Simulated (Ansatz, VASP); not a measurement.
# Mg2C: VASP beside Ansatz

One calculation is typed for both programs; each brings its own data sets. How far apart do they land? The cell is generated by rule, not measured, and may not be a known phase. The cell is taken from a series of runs on this material, whose earlier steps may have relaxed, scaled, displaced or heated it; both programs get it as it stands.

Calculated with Ansatz 0.2.0; plane waves, with VASP 6.6.1 beside it; zone-centre phonons at PBE.

The structure was built from a prototype and need not be the compound's stable phase.

## (1) Set-up

The structure is trigonal, space group R3m (No. 160). The conventional cell has a = 6.622 Å, b = 6.622 Å, c = 7.714 Å, α = 90.00°, β = 90.00°, γ = 120.00°. Nearest to C lie 4 Mg at 2.21 to 2.29 Å. C has 4 Mg at 2.02 to 2.12 Å nearest. Nearest to Mg lie 2 C at 2.12 to 2.21 Å. Mg has 2 C at 2.02 to 2.29 Å nearest. Farther neighbours are not listed.

## (2) VASP: zone-centre phonons, PBE

Second derivatives magnify differences that forces hide, and they need a tight electronic threshold.

Lines of VASP's logs that name or quote its potential files are left out, and so is its time.

INCAR reads:

```
SYSTEM = Mg2C
PREC = Accurate
ENCUT = 600
EDIFF = 1E-08
NELM = 120
ISMEAR = 1
SIGMA = 0.15
LREAL = .FALSE.
ALGO = Normal
GGA = PE
NBANDS = 14
LORBIT = 11
LWAVE = .FALSE.
LCHARG = .FALSE.
ISIF = 2
IBRION = 8
LASPH = .TRUE.
GGA_COMPAT = .FALSE.
KPAR = 2
```

POSCAR reads:

```
Mg2C
1.0
    4.6061751583     -0.0761557024      0.0761557024
   -0.0761557024      4.6061751583      0.0761557024
    0.0761557024      0.0761557024      4.6061751583
C Mg
2 4
Direct
    0.0933890622      0.0933890622      0.9066109378
    0.5336217701      0.5336217701      0.4663782299
    0.2191920077      0.2191920077      0.3443915603
    0.7958948698      0.7958948698      0.2041051302
    0.6556084397      0.2191920077      0.7808079923
    0.2191920077      0.6556084397      0.7808079923
```

KPOINTS reads:

```
Automatic mesh
0
Gamma
6 6 6
0 0 0
```

Potentials, in the order of the species: C and Mg (PBE family, release 64).

Run with:

```
$ mpirun -np 2 vasp_std
```

Numbers of over 12 decimals in the logs are rounded to 6 here.

The program printed:

```text
[banner, memory and clock lines left out]
running    2 mpi-ranks, on    1 nodes
 distrk:  each k-point on    1 cores,    2 groups
 distr:  one band on    1 cores,    1 groups

 POSCAR found type information on POSCAR C Mg
 POSCAR found :  2 types and       6 ions
 LDA part: xc-table for (Slater+PW92), standard interpolation
 POSCAR, INCAR and KPOINTS ok, starting setup
 FFT: planning ... GRIDC
 FFT: planning ... GRID_SOFT
 FFT: planning ... GRID
 WAVECAR not read
 entering main loop
       N       E                     dE             d eps       ncg     rms          rms(c)
DAV:   1     0.331011323277E+02    0.33101E+02   -0.62129E+03   896   0.102E+03
DAV:   2    -0.211985593792E+02   -0.54300E+02   -0.47242E+02  1274   0.136E+02
DAV:   3    -0.272729138357E+02   -0.60744E+01   -0.59933E+01  1130   0.448E+01
DAV:   4    -0.273798523070E+02   -0.10694E+00   -0.10686E+00  1004   0.712E+00
DAV:   5    -0.273812781175E+02   -0.14258E-02   -0.14257E-02  1136   0.808E-01    0.117E+01
DAV:   6    -0.210732201566E+02    0.63081E+01   -0.25394E+01  1088   0.272E+01    0.409E+00
DAV:   7    -0.209398210668E+02    0.13340E+00   -0.15342E+00   944   0.764E+00    0.226E+00
DAV:   8    -0.208830168644E+02    0.56804E-01   -0.17568E-01  1028   0.307E+00    0.828E-01
DAV:   9    -0.208698405250E+02    0.13176E-01   -0.47379E-02  1040   0.173E+00    0.509E-01
DAV:  10    -0.208674661752E+02    0.23743E-02   -0.77929E-03  1046   0.509E-01    0.235E-01
DAV:  11    -0.208675251880E+02   -0.59013E-04   -0.16490E-03  1094   0.259E-01    0.677E-02
DAV:  12    -0.208674290967E+02    0.96091E-04   -0.22266E-04  1218   0.125E-01    0.138E-02
DAV:  13    -0.208674327791E+02   -0.36824E-05   -0.67682E-05   998   0.581E-02    0.718E-03
DAV:  14    -0.208674330339E+02   -0.25482E-06   -0.32593E-06  1106   0.114E-02    0.440E-03
DAV:  15    -0.208674332090E+02   -0.17512E-06   -0.13240E-06  1058   0.645E-03    0.181E-03
DAV:  16    -0.208674332224E+02   -0.13391E-07   -0.10073E-07  1016   0.195E-03    0.214E-04
DAV:  17    -0.208674332182E+02    0.42671E-08   -0.60599E-09   550   0.579E-04
   1 F= -.20867433E+02 E0= -.20869709E+02  d E =0.682649E-02
 Linear response reoptimize wavefunctions to high precision
DAV:   1    -0.208674332140E+02    0.41593E-08   -0.85912E-10   700   0.245E-04
DAV:   2    -0.208674332140E+02    0.68212E-11   -0.13130E-10   502   0.836E-05
 Linear response DOF=           5
 Linear response progress:
  Degree of freedom:   1/  5
       N       E                     dE             d eps       ncg     rms          rms(c)
RMM:   1    -0.117957191517E+00   -0.11796E+00    0.10136E-01  3489   0.207E+00
RMM:   2    -0.117892370956E+00    0.64821E-04   -0.22351E-03  2912   0.277E-01    0.106E-01
RMM:   3    -0.118030471004E+00   -0.13810E-03   -0.94976E-04  2952   0.139E-01    0.472E-02
RMM:   4    -0.118442291859E+00   -0.41182E-03   -0.39582E-04  3057   0.876E-02    0.190E-02
RMM:   5    -0.118487550374E+00   -0.45259E-04   -0.18024E-05  3193   0.204E-02    0.956E-03
RMM:   6    -0.118454493756E+00    0.33057E-04   -0.18125E-06  3185   0.837E-03    0.248E-03
RMM:   7    -0.118446417723E+00    0.80760E-05   -0.16477E-07  3239   0.273E-03    0.683E-04
RMM:   8    -0.118445255942E+00    0.11618E-05   -0.10996E-08  3209   0.808E-04    0.141E-04
RMM:   9    -0.118444385136E+00    0.87081E-06   -0.85049E-10  3274   0.209E-04    0.539E-05
RMM:  10    -0.118444706816E+00   -0.32168E-06    0.25383E-11  3348   0.679E-05    0.119E-05
RMM:  11    -0.118444691533E+00    0.15283E-07    0.20979E-08  3383   0.196E-05    0.223E-06
RMM:  12    -0.118444702680E+00   -0.11147E-07   -0.63857E-09  3182   0.793E-06    0.848E-07
RMM:  13    -0.118444704602E+00   -0.19222E-08   -0.60291E-09  2314   0.573E-06    0.102E-07
 first order change of Fermi-energy   0.38671E-01
 force on displaced ion       1 direction 1 :  -6.232   1.073  -1.073
 Linear response progress:
  Degree of freedom:   2/  5
       N       E                     dE             d eps       ncg     rms          rms(c)
RMM:   1    -0.120244476152E+00   -0.12024E+00    0.89503E-02  3459   0.202E+00
RMM:   2    -0.120198142168E+00    0.46334E-04   -0.24359E-03  2897   0.280E-01    0.123E-01
RMM:   3    -0.120333350050E+00   -0.13521E-03   -0.10961E-03  2888   0.149E-01    0.553E-02
RMM:   4    -0.120860294260E+00   -0.52694E-03   -0.51705E-04  2986   0.990E-02    0.188E-02
RMM:   5    -0.120879889649E+00   -0.19595E-04   -0.13847E-05  3170   0.187E-02    0.107E-02
RMM:   6    -0.120842808181E+00    0.37081E-04   -0.21851E-06  3143   0.909E-03    0.215E-03
RMM:   7    -0.120840270101E+00    0.25381E-05   -0.13375E-07  3256   0.215E-03    0.748E-04
RMM:   8    -0.120839904284E+00    0.36582E-06   -0.24895E-08  3188   0.919E-04    0.199E-04
RMM:   9    -0.120837772327E+00    0.21320E-05    0.36416E-10  3224   0.300E-04    0.729E-05
RMM:  10    -0.120838163747E+00   -0.39142E-06    0.73959E-11  3321   0.953E-05    0.143E-05
RMM:  11    -0.120838131651E+00    0.32096E-07   -0.74591E-10  3438   0.175E-05    0.649E-06
RMM:  12    -0.120838158243E+00   -0.26592E-07   -0.25206E-08  3338   0.115E-05    0.997E-07
RMM:  13    -0.120838159571E+00   -0.13274E-08   -0.18345E-08  2971   0.458E-06    0.383E-07
 first order change of Fermi-energy   0.23734E+00
 force on displaced ion       2 direction 1 :  -9.550  -4.573   4.573
 Linear response progress:
  Degree of freedom:   3/  5
       N       E                     dE             d eps       ncg     rms          rms(c)
RMM:   1    -0.338911661243E-02   -0.33891E-02   -0.23652E-03  8192   0.439E-01
RMM:   2    -0.279728161606E-02    0.59183E-03   -0.42478E-04  4931   0.128E-01    0.624E-02
RMM:   3    -0.272180327403E-02    0.75478E-04   -0.44842E-04  4956   0.875E-02    0.350E-02
RMM:   4    -0.268768367242E-02    0.34120E-04   -0.59519E-05  5098   0.316E-02    0.150E-02
RMM:   5    -0.268769450300E-02   -0.10831E-07   -0.82136E-06  5078   0.152E-02    0.478E-03
RMM:   6    -0.268758924288E-02    0.10526E-06   -0.97712E-07  5184   0.466E-03    0.179E-03
RMM:   7    -0.268565422219E-02    0.19350E-05   -0.47795E-07  5076   0.299E-03    0.311E-04
RMM:   8    -0.268525496327E-02    0.39926E-06   -0.28153E-08  5387   0.490E-04    0.149E-04
RMM:   9    -0.268512695543E-02    0.12801E-06    0.56548E-09  5350   0.177E-04    0.257E-05
RMM:  10    -0.268514843223E-02   -0.21477E-07   -0.46627E-09  5561   0.429E-05    0.110E-05
RMM:  11    -0.268515058263E-02   -0.21504E-08   -0.13809E-09  5485   0.139E-05    0.292E-06
 first order change of Fermi-energy  -0.15981E+00
 force on displaced ion       3 direction 1 :  -6.436  -4.141  -2.872
 Linear response progress:
  Degree of freedom:   4/  5
       N       E                     dE             d eps       ncg     rms          rms(c)
RMM:   1    -0.346600876473E-02   -0.34660E-02    0.33278E-03  4715   0.493E-01
RMM:   2    -0.307937615194E-02    0.38663E-03   -0.44025E-04  2950   0.132E-01    0.590E-02
RMM:   3    -0.302810669855E-02    0.51269E-04   -0.36400E-04  2995   0.796E-02    0.326E-02
RMM:   4    -0.300728306750E-02    0.20824E-04   -0.47417E-05  3088   0.299E-02    0.153E-02
RMM:   5    -0.302282875862E-02   -0.15546E-04   -0.11049E-05  3055   0.167E-02    0.449E-03
RMM:   6    -0.302565133591E-02   -0.28226E-05   -0.70994E-07  3166   0.375E-03    0.217E-03
RMM:   7    -0.302690484063E-02   -0.12535E-05   -0.68501E-07  3056   0.327E-03    0.334E-04
RMM:   8    -0.302689418735E-02    0.10653E-07    0.30443E-08  3253   0.485E-04    0.150E-04
RMM:   9    -0.302678556946E-02    0.10862E-06   -0.12920E-08  3207   0.207E-04    0.272E-05
RMM:  10    -0.302681167745E-02   -0.26108E-07    0.17783E-10  3378   0.491E-05    0.128E-05
RMM:  11    -0.302680566619E-02    0.60113E-08   -0.17201E-09  3277   0.165E-05    0.269E-06
 first order change of Fermi-energy   0.51779E-01
 force on displaced ion       3 direction 3 :  -2.872  -2.872  -6.391
 Linear response progress:
  Degree of freedom:   5/  5
       N       E                     dE             d eps       ncg     rms          rms(c)
RMM:   1    -0.367912675167E-02   -0.36791E-02   -0.33276E-03  4997   0.458E-01
RMM:   2    -0.297871104732E-02    0.70042E-03   -0.50224E-04  2998   0.137E-01    0.732E-02
RMM:   3    -0.289188520046E-02    0.86826E-04   -0.60733E-04  2994   0.101E-01    0.406E-02
RMM:   4    -0.284675573116E-02    0.45129E-04   -0.87083E-05  3066   0.373E-02    0.172E-02
RMM:   5    -0.285649021697E-02   -0.97345E-05   -0.10574E-05  3068   0.178E-02    0.417E-03
RMM:   6    -0.285858442192E-02   -0.20942E-05   -0.15423E-06  3171   0.410E-03    0.173E-03
RMM:   7    -0.285839611048E-02    0.18831E-06   -0.55161E-07  3093   0.280E-03    0.342E-04
RMM:   8    -0.285821811347E-02    0.17800E-06   -0.25908E-08  3240   0.446E-04    0.159E-04
RMM:   9    -0.285807228181E-02    0.14583E-06   -0.80670E-09  3234   0.174E-04    0.238E-05
RMM:  10    -0.285810178955E-02   -0.29508E-07    0.43202E-10  3399   0.370E-05    0.101E-05
RMM:  11    -0.285810146399E-02    0.32556E-09   -0.13876E-09  3295   0.130E-05    0.159E-06
 first order change of Fermi-energy   0.94430E-01
 force on displaced ion       4 direction 1 :  -6.903  -4.279   4.279
 Linear response finished
```

(Continued in part 2 of 2.)

[Lines on the potential files, build, host, timing and source positions are cut from VASP's logs without a mark.]

[Logs are printed without paths, hosts, clocks, repeated set-up lines and the standing remarks that a program may print on its own settings, such as how far it seeks lower states.]

[Hosts, paths, dates, database ids (printed as entryN), source tags and the programs' standing remarks are cut or masked in the printed files.]
